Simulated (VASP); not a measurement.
Given:

```
W
1.0
    0.00000     2.89847     2.89847
    2.89847     0.00000     2.89847
    2.89847     2.89847     0.00000
W
2
Cartesian
  4.34770   4.34770   4.34770
  2.89847   2.89847   2.89847
```

Calculation: PBE GGA, VASP's PBE PAW potentials (set 64) (plane waves; VASP). Numerical set-up: 400 eV cut-off, 6×6×6 Γ-centred mesh, first-order Methfessel-Paxton smearing of 0.10 eV, potentials W_sv.

Q: Give the stress tensor in GPa (positive for a compressed cell).

A: 
```
2.57  0.00  0.00
0.00  2.57  0.00
0.00  0.00  2.57
```
The pressure is its mean diagonal, 2.57 GPa.

The structure was generated: W was put into the diamond type (Fd-3m), which need not be its known phase. The cell was not relaxed at this level. The k-mesh is coarse (spacing up to 0.31 per Å, 2π included), so the numbers may not be converged in it. The run is one of a series of settings (KPOINTS 6×6×6 Γ-centred mesh against the base run), some of them coarse on purpose.
